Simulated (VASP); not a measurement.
Input of a VASP 6.6.1 run:

File INCAR:

```
ALGO = Normal
EDIFF = 1E-6
EDIFFG = -0.01
ENCUT = 600
GGA = PE
IBRION = 2
ISIF = 3
ISMEAR = 0
IVDW = 12
KPAR = 2
LASPH = True
LCHARG = False
LREAL = False
LWAVE = False
NELM = 80
NSW = 90
PREC = Accurate
SIGMA = 0.03
```

Contents of KPOINTS:

```
k-points
0
Gamma
  9 9 5
```

POSCAR

```
PtSe2
1.0
    3.7240000000      0.0000000000      0.0000000000
   -1.8620000000      3.2250786037      0.0000000000
    0.0000000000      0.0000000000      5.0620000000
Pt Se
1 2
Direct
    0.0000000000      0.0000000000      0.0000000000
    0.3333333333      0.6666666667      0.2500000000
    0.6666666667      0.3333333333      0.7500000000
```

Potentials or basis: VASP PAW PBE potentials, release 64 (Pt, Se).

Command:

```sh
$ cat potpaw_PBE.64/Pt/POTCAR potpaw_PBE.64/Se/POTCAR > POTCAR
$ mpirun -np 2 vasp_std > vasp.out
```

(1) Estimate the relaxed volume.

(2) Estimate the band gap on the k mesh.

(3) What does it give for the space group after relaxing (to 0.05 Å)?

Results:

(1) 19.74 Å³/atom.

(2) none (metal or under the smearing width).

(3) P-3m1 (No. 164).

Caveat: pairwise dispersion overbinds metals, which lowers pressure and volume.
